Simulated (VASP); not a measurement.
Given:

```yaml
crystal:
  lattice:
    - [0.00000, 2.64466, 2.64466]
    - [2.64466, 0.00000, 2.64466]
    - [2.64466, 2.64466, 0.00000]
  atoms:
    - { symbol: Yb, position: [0.00000, 0.00000, 0.00000] }
```

These are MS2 meta-GGA, VASP's PBE PAW potentials (set 64) (plane waves; VASP 6.6.1) values and carry that method's errors. Settings: 520 eV cut-off, 10×10×10 Γ-centred mesh, tetrahedra with Blöchl corrections, potentials Yb_2.

The 4f electrons are frozen in the core of the lanthanide potential, so 4f levels, which can set the real gap, and their magnetism are missing.

Q: Give the energies of bands 4 to 7 at the high-symmetry points, in eV from the Fermi level.

A: 
| band | Γ | X | U | L | W |
|---|---|---|---|---|---|
| 4 | -5.19 | -1.13 | -0.31 | -1.80 | -0.04 |
| 5 | 3.16 | 0.28 | 0.21 | 0.30 | 0.87 |
| 6 | 3.16 | 1.68 | 1.27 | 2.90 | 0.87 |
| 7 | 3.16 | 7.00 | 4.74 | 2.90 | 2.80 |

It has no gap at this level: it comes out as a metal or semimetal.

The compound is Yb in the fcc structure. It was relaxed first, which changed the volume by -10 %.
